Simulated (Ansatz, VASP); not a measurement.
## AlAu (Al-Au stack, (111) layers) in two plane-wave programs

One calculation is typed for both programs; each brings its own data sets. How far apart do they land? The cell is taken from a series of runs on this material, whose earlier steps may have relaxed, scaled, displaced or heated it; both programs get it as it stands.

Method: plane waves, with VASP 6.6.1 beside it; PBEsol, in Ansatz 0.2.0.

**1. The structure**

The cell holds 2 atoms: 1 Al and 1 Au. Its edges and angles: a = 2.769 Å, b = 2.769 Å, c = 28.511 Å, α = 90.0°, β = 90.0°, γ = 120.0°. It derives from AlAu. Vacuum lies along c.

Coordinates:

```xyz
2
Lattice="2.7691 0.0000 0.0000 -1.3846 2.3981 0.0000 0.0000 0.0000 28.5112" Properties=species:S:1:pos:R:3
Al    0.0000    0.0000    5.5250
Au    0.0000    1.5988    7.8306
```

**2. VASP: zone-centre phonons, PBEsol**

Second derivatives magnify differences that forces hide, and they need a tight electronic threshold.

Lines of VASP's logs that name or quote its potential files are left out, and so is its time.

The input, INCAR:

```
SYSTEM = AlAu
PREC = Accurate
ENCUT = 500
EDIFF = 1E-08
NELM = 120
ISMEAR = 1
SIGMA = 0.2
LREAL = .FALSE.
ALGO = Normal
GGA = PS
NBANDS = 13
LASPH = .TRUE.
LORBIT = 11
LWAVE = .FALSE.
LCHARG = .FALSE.
ISIF = 2
IBRION = 8
GGA_COMPAT = .FALSE.
NELMDL = -8
KPAR = 2
```

The input, POSCAR:

```
AlAu
1.0
    2.7691401772      0.0000000000      0.0000000000
   -1.3845700886      2.3981457401      0.0000000000
    0.0000000000      0.0000000000     28.5111784960
Al Au
1 1
Direct
    0.0000000000      0.0000000000      0.1937847816
    0.3333333333      0.6666666667      0.2746486787
```

The input, KPOINTS:

```
Automatic mesh
0
Gamma
6 6 1
0 0 0
```

Potentials, in the order of the species: Al and Au (PBE family, release 64).

Launch:

```bash
$ mpirun -np 2 vasp_std
```

Numbers of over 12 decimals in the logs are rounded to 6 here.

Log:

```text
[banner, memory and clock lines left out]
running    2 mpi-ranks, on    1 nodes
 distrk:  each k-point on    1 cores,    2 groups
 distr:  one band on    1 cores,    1 groups

 POSCAR found type information on POSCAR AlAu
 POSCAR found :  2 types and       2 ions
|                                                                             |
|               ----> ADVICE to this user running VASP <----                  |
|                                                                             |
|     You enforced a specific xc type in the INCAR file but a different       |
|     [... a line on the potential file left out ...]
|     I HOPE YOU KNOW WHAT YOU ARE DOING!                                     |
|                                                                             |

 LDA part: xc-table for (Slater+PW92), standard interpolation
 POSCAR, INCAR and KPOINTS ok, starting setup
 FFT: planning ... GRIDC
 FFT: planning ... GRID_SOFT
 FFT: planning ... GRID
 WAVECAR not read
 entering main loop
       N       E                     dE             d eps       ncg     rms          rms(c)
DAV:   1     0.802186535675E+02    0.80219E+02   -0.45098E+03   182   0.740E+02
DAV:   2    -0.507525010404E+01   -0.85294E+02   -0.78320E+02   296   0.139E+02
DAV:   3    -0.849821429398E+01   -0.34230E+01   -0.33900E+01   232   0.324E+01
DAV:   4    -0.853350692397E+01   -0.35293E-01   -0.35275E-01   230   0.395E+00
DAV:   5    -0.853475407907E+01   -0.12472E-02   -0.12470E-02   261   0.758E-01
DAV:   6    -0.853483532173E+01   -0.81243E-04   -0.81243E-04   264   0.155E-01
DAV:   7    -0.853483778983E+01   -0.24681E-05   -0.24680E-05   269   0.248E-02
DAV:   8    -0.853483796365E+01   -0.17382E-06   -0.17369E-06   278   0.565E-03    0.902E+00
DAV:   9    -0.807134968011E+01    0.46349E+00   -0.19032E+01   222   0.255E+01    0.948E+00
DAV:  10    -0.745559871506E+01    0.61575E+00   -0.20445E+00   222   0.833E+00    0.531E+00
DAV:  11    -0.738194382498E+01    0.73655E-01   -0.64610E-01   222   0.336E+00    0.994E-01
DAV:  12    -0.737914441816E+01    0.27994E-02   -0.19346E-01   192   0.218E+00    0.637E-01
DAV:  13    -0.737352978851E+01    0.56146E-02   -0.47554E-02   236   0.105E+00    0.899E-02
DAV:  14    -0.737363406478E+01   -0.10428E-03   -0.10547E-03   223   0.208E-01    0.678E-02
[...]
DAV:  23    -0.737404645467E+01   -0.55006E-05   -0.19832E-07   212   0.144E-03    0.303E-04
DAV:  24    -0.737404798496E+01   -0.15303E-05   -0.60667E-08   183   0.864E-04    0.205E-04
DAV:  25    -0.737404985586E+01   -0.18709E-05   -0.63757E-08   209   0.626E-04    0.771E-05
DAV:  26    -0.737405040220E+01   -0.54635E-06   -0.12123E-08   198   0.378E-04    0.108E-04
DAV:  27    -0.737405067638E+01   -0.27418E-06   -0.61016E-09   193   0.306E-04    0.373E-05
DAV:  28    -0.737405075061E+01   -0.74223E-07   -0.59379E-10   164   0.780E-05    0.148E-05
DAV:  29    -0.737405078931E+01   -0.38700E-07   -0.40483E-10   141   0.569E-05    0.120E-05
DAV:  30    -0.737405079772E+01   -0.84135E-08   -0.33470E-11   151   0.312E-05
   1 F= -.73740508E+01 E0= -.73693614E+01  d E =-.140683E-01
 Linear response reoptimize wavefunctions to high precision
DAV:   1    -0.737405080352E+01   -0.57969E-08   -0.24755E-11   146   0.333E-05
DAV:   2    -0.737405080363E+01   -0.11642E-09    0.99928E-12   151   0.130E-05
DAV:   3    -0.737405080362E+01    0.11823E-10    0.11961E-11   156   0.962E-06
 Linear response DOF=           4
 Linear response progress:
  Degree of freedom:   1/  4
       N       E                     dE             d eps       ncg     rms          rms(c)
RMM:   1    -0.284899805084E-02   -0.28490E-02   -0.26616E-03  1013   0.321E-01
RMM:   2    -0.282645197712E-02    0.22546E-04   -0.60807E-05   795   0.505E-02    0.431E-02
RMM:   3    -0.275001061469E-02    0.76441E-04   -0.76980E-06   810   0.163E-02    0.257E-02
RMM:   4    -0.271156749131E-02    0.38443E-04   -0.10402E-05   897   0.170E-02    0.130E-03
RMM:   5    -0.271141551021E-02    0.15198E-06   -0.23622E-07   913   0.292E-03    0.735E-04
RMM:   6    -0.271097289913E-02    0.44261E-06   -0.37816E-08   906   0.116E-03    0.136E-04
RMM:   7    -0.271092272821E-02    0.50171E-07   -0.19843E-09   936   0.279E-04    0.735E-05
RMM:   8    -0.271087151370E-02    0.51215E-07   -0.12994E-10   925   0.132E-04    0.408E-05
RMM:   9    -0.271085546437E-02    0.16049E-07    0.65283E-10   950   0.461E-05    0.121E-05
RMM:  10    -0.271084854302E-02    0.69214E-08    0.36374E-10   936   0.171E-05    0.565E-06
 first order change of Fermi-energy   0.16951E-04
 force on displaced ion       1 direction 1 :  -0.321  -0.001  -0.000
 Linear response progress:
  Degree of freedom:   2/  4
       N       E                     dE             d eps       ncg     rms          rms(c)
RMM:   1    -0.208866352284E-01   -0.20887E-01    0.65078E-03   421   0.596E-01
RMM:   2    -0.206780328391E-01    0.20860E-03   -0.78385E-04   303   0.117E-01    0.123E-01
RMM:   3    -0.206171155344E-01    0.60917E-04   -0.20514E-04   323   0.760E-02    0.549E-02
RMM:   4    -0.206394833755E-01   -0.22368E-04   -0.93019E-05   323   0.554E-02    0.448E-02
RMM:   5    -0.206228088954E-01    0.16674E-04   -0.75302E-06   326   0.163E-02    0.166E-02
RMM:   6    -0.206087829434E-01    0.14026E-04   -0.63631E-06   332   0.150E-02    0.193E-03
RMM:   7    -0.206107475871E-01   -0.19646E-05   -0.85321E-08   330   0.248E-03    0.100E-03
RMM:   8    -0.206131188629E-01   -0.23713E-05   -0.87717E-09   336   0.957E-04    0.438E-04
RMM:   9    -0.206155055351E-01   -0.23867E-05   -0.19732E-08   335   0.760E-04    0.329E-04
RMM:  10    -0.206183659739E-01   -0.28604E-05   -0.64351E-08   343   0.822E-04    0.117E-04
RMM:  11    -0.206185083842E-01   -0.14241E-06   -0.23582E-08   347   0.317E-04    0.936E-05
RMM:  12    -0.206186255228E-01   -0.11714E-06   -0.11831E-08   343   0.240E-04    0.399E-05
RMM:  13    -0.206186760258E-01   -0.50503E-07   -0.12198E-08   350   0.119E-04    0.257E-05
RMM:  14    -0.206186984480E-01   -0.22422E-07   -0.18777E-08   346   0.691E-05    0.120E-05
RMM:  15    -0.206187072678E-01   -0.88198E-08   -0.32887E-08   350   0.637E-05    0.656E-06
 first order change of Fermi-energy  -0.90610E+00
 force on displaced ion       1 direction 3 :  -0.000   0.000  -2.994
 Linear response progress:
  Degree of freedom:   3/  4
       N       E                     dE             d eps       ncg     rms          rms(c)
RMM:   1    -0.264297522869E+00   -0.26430E+00   -0.22757E-01   912   0.378E+00
RMM:   2    -0.264892615719E+00   -0.59509E-03   -0.33138E-03   816   0.433E-01    0.948E-02
RMM:   3    -0.264125925385E+00    0.76669E-03   -0.32948E-04   819   0.124E-01    0.484E-02
RMM:   4    -0.263571761957E+00    0.55416E-03   -0.45446E-04   871   0.126E-01    0.126E-02
RMM:   5    -0.263534474353E+00    0.37288E-04   -0.11964E-05   854   0.266E-02    0.706E-03
RMM:   6    -0.263385768020E+00    0.14871E-03   -0.57744E-07   911   0.566E-03    0.110E-03
RMM:   7    -0.263383334070E+00    0.24340E-05   -0.20948E-07   925   0.280E-03    0.262E-04
RMM:   8    -0.263381026624E+00    0.23074E-05   -0.11893E-08   933   0.595E-04    0.131E-04
RMM:   9    -0.263380139833E+00    0.88679E-06   -0.10978E-08   970   0.215E-04    0.241E-05
RMM:  10    -0.263380299752E+00   -0.15992E-06   -0.77804E-08   948   0.538E-05    0.121E-05
RMM:  11    -0.263380358923E+00   -0.59172E-07    0.95837E-09   933   0.238E-05    0.168E-06
RMM:  12    -0.263380359197E+00   -0.27394E-09    0.17422E-08  1010   0.112E-05    0.940E-07
 first order change of Fermi-energy   0.13429E-03
 force on displaced ion       2 direction 1 :  -0.310   0.000  -0.001
 Linear response progress:
  Degree of freedom:   4/  4
       N       E                     dE             d eps       ncg     rms          rms(c)
RMM:   1    -0.361106439764E+00   -0.36111E+00   -0.24795E-01   331   0.397E+00
RMM:   2    -0.361403539672E+00   -0.29710E-03   -0.51388E-03   289   0.517E-01    0.138E-01
RMM:   3    -0.361129203303E+00    0.27434E-03   -0.82744E-04   315   0.185E-01    0.106E-01
RMM:   4    -0.361234546032E+00   -0.10534E-03   -0.24003E-04   326   0.957E-02    0.435E-02
RMM:   5    -0.361409939022E+00   -0.17539E-03   -0.71148E-05   329   0.507E-02    0.473E-02
RMM:   6    -0.361365182425E+00    0.44757E-04   -0.22179E-05   323   0.301E-02    0.463E-03
RMM:   7    -0.361335379373E+00    0.29803E-04   -0.24770E-06   320   0.924E-03    0.231E-03
RMM:   8    -0.361297799186E+00    0.37580E-04   -0.49331E-07   323   0.437E-03    0.515E-04
RMM:   9    -0.361293957420E+00    0.38418E-05   -0.52736E-08   328   0.137E-03    0.287E-04
RMM:  10    -0.361295551752E+00   -0.15943E-05   -0.10656E-08   341   0.506E-04    0.111E-04
RMM:  11    -0.361297196646E+00   -0.16449E-05   -0.24447E-08   341   0.398E-04    0.119E-04
RMM:  12    -0.361299798148E+00   -0.26015E-05   -0.81191E-09   333   0.365E-04    0.820E-05
RMM:  13    -0.361299085885E+00    0.71226E-06   -0.46153E-09   332   0.169E-04    0.370E-05
RMM:  14    -0.361299405828E+00   -0.31994E-06   -0.14096E-08   345   0.104E-04    0.163E-05
RMM:  15    -0.361299549006E+00   -0.14318E-06   -0.33202E-08   337   0.521E-05    0.164E-05
RMM:  16    -0.361299335568E+00    0.21344E-06   -0.96360E-08   338   0.447E-05    0.363E-06
RMM:  17    -0.361299346892E+00   -0.11324E-07   -0.61867E-08   342   0.249E-05    0.415E-06
RMM:  18    -0.361299417928E+00   -0.71036E-07   -0.37011E-08   332   0.191E-05    0.117E-06
RMM:  19    -0.361299416914E+00    0.10141E-08   -0.30322E-08   325   0.124E-05    0.965E-07
 first order change of Fermi-energy   0.90716E+00
 force on displaced ion       2 direction 3 :  -0.000   0.000  -2.996
 Linear response finished
```

OUTCAR, selected parts (step 2):

```text
ion  position               nearest neighbor table
   1  0.000  0.000  0.194-   2 2.81   2 2.81   2 2.81
   2  0.333  0.667  0.275-   1 2.81   1 2.81   1 2.81

  LATTYP: Found a hexagonal cell.
 ALAT       =     2.7691401772
 C/A-ratio  =    10.2960401683

 Subroutine GETGRP returns: Found  6 space group operations
 (whereof  6 operations were pure point group operations)

The static configuration has the point symmetry C_3v.

 Found      7 irreducible k-points:

   k-points           NKPTS =      7   k-points in BZ     NKDIM =      7   number of bands    NBANDS=     13

   dimension x,y,z NGX =    20 NGY =   20 NGZ =  210
   dimension x,y,z NGXF=    40 NGYF=   40 NGZF=  420

   ENCUT  =  500.0 eV  36.75 Ry    6.06 a.u.   5.05  5.05 51.98*2*pi/ulx,y,z

   NELECT =      14.0000    total number of electrons

 k-points in reciprocal lattice and weights: Automatic mesh
   0.00000000  0.00000000  0.00000000       0.028
   0.16666667  0.00000000  0.00000000       0.167
   0.33333333  0.00000000  0.00000000       0.167
   0.50000000  0.00000000  0.00000000       0.083
   0.16666667  0.16666667  0.00000000       0.167
   0.33333333  0.16666667  0.00000000       0.333
   0.33333333  0.33333333  0.00000000       0.056

 average (electrostatic) potential at core
       1 -82.9358       2 -76.3218

  Total       -0.5726208     -0.5726208      0.2434867      0.0000000      0.0000000      0.0000000
  in kB       -4.8455381     -4.8455381      2.0603933      0.0000000      0.0000000      0.0000000
  external PRESSURE =      -2.5435609 kB  Pullay stress =       0.0000000 kB

  energy-cutoff  :      500.00
  volume of cell :      189.34
      direct lattice vectors                 reciprocal lattice vectors
     2.769140177  0.000000000  0.000000000     0.361122925  0.208494418  0.000000000
    -1.384570089  2.398145740  0.000000000     0.000000000  0.416988836  0.000000000
     0.000000000  0.000000000 28.511178496     0.000000000  0.000000000  0.035073962

 POSITION                                       TOTAL-FORCE (eV/Angst)
 -----------------------------------------------------------------------------------
      0.00000      0.00000      5.52503         0.000000     -0.000000     -0.112009
     -0.00000      1.59876      7.83056         0.000000      0.000000      0.112009
 -----------------------------------------------------------------------------------
    total drift:                               -0.000000      0.000000      0.000030

 Eigenvectors and eigenvalues of the dynamical matrix
 ----------------------------------------------------

   1 f  =    5.553129 THz    34.891341 2PiTHz  185.232458 cm-1    22.965887 meV
             X         Y         Z           dx          dy          dz
      0.000000  0.000000  5.525032     0.000000   -0.000000    0.937789
     -0.000000  1.598764  7.830558     0.000000    0.000000   -0.347205

   2 f  =    1.813897 THz    11.397049 2PiTHz   60.505081 cm-1     7.501671 meV
             X         Y         Z           dx          dy          dz
      0.000000  0.000000  5.525032     0.000000    0.939624    0.000000
     -0.000000  1.598764  7.830558     0.000000   -0.342210    0.000000

   3 f  =    1.813897 THz    11.397049 2PiTHz   60.505081 cm-1     7.501671 meV
             X         Y         Z           dx          dy          dz
      0.000000  0.000000  5.525032     0.939624    0.000000    0.000000
     -0.000000  1.598764  7.830558    -0.342210    0.000000    0.000000

   4 f/i=    0.000614 THz     0.003858 2PiTHz    0.020482 cm-1     0.002539 meV
             X         Y         Z           dx          dy          dz
      0.000000  0.000000  5.525032     0.000000    0.000000   -0.347205
     -0.000000  1.598764  7.830558     0.000000    0.000000   -0.937789

   5 f/i=    0.009452 THz     0.059390 2PiTHz    0.315294 cm-1     0.039091 meV
             X         Y         Z           dx          dy          dz
      0.000000  0.000000  5.525032    -0.342210    0.000000    0.000000
     -0.000000  1.598764  7.830558    -0.939624    0.000000    0.000000

   6 f/i=    0.009452 THz     0.059390 2PiTHz    0.315294 cm-1     0.039091 meV
             X         Y         Z           dx          dy          dz
      0.000000  0.000000  5.525032     0.000000   -0.342210   -0.000000
     -0.000000  1.598764  7.830558     0.000000   -0.939624    0.000000

 ELASTIC MODULI CONTR FROM IONIC RELAXATION (kBar)
 Direction    XX          YY          ZZ          XY          YZ          ZX
 --------------------------------------------------------------------------------
 XX         -52.2115    -36.3822    -75.8370      0.0000     -1.3474     -0.0000
 YY         -36.3822    -52.2115    -75.8370      0.0000      1.3474     -0.0000
 ZZ         -75.8370    -75.8370   -129.8344     -0.0000     -0.0000      0.0000
 XY           0.0000      0.0000     -0.0000     -7.9146     -0.0000     10.2590
 YZ          -1.3474      1.3474     -0.0000     -0.0000     -0.2294      0.0000
 ZX          -0.0000     -0.0000      0.0000     10.2590      0.0000    -13.2979
 --------------------------------------------------------------------------------
```

(Continued in part 2 of 2.)

[Lines on the potential files, build, host, timing and source positions are cut from VASP's logs without a mark.]

[Logs are printed without paths, hosts, clocks, repeated set-up lines and the standing remarks that a program may print on its own settings, such as how far it seeks lower states.]

[Hosts, paths, dates, database ids (printed as entryN), source tags and the programs' standing remarks are cut or masked in the printed files.]
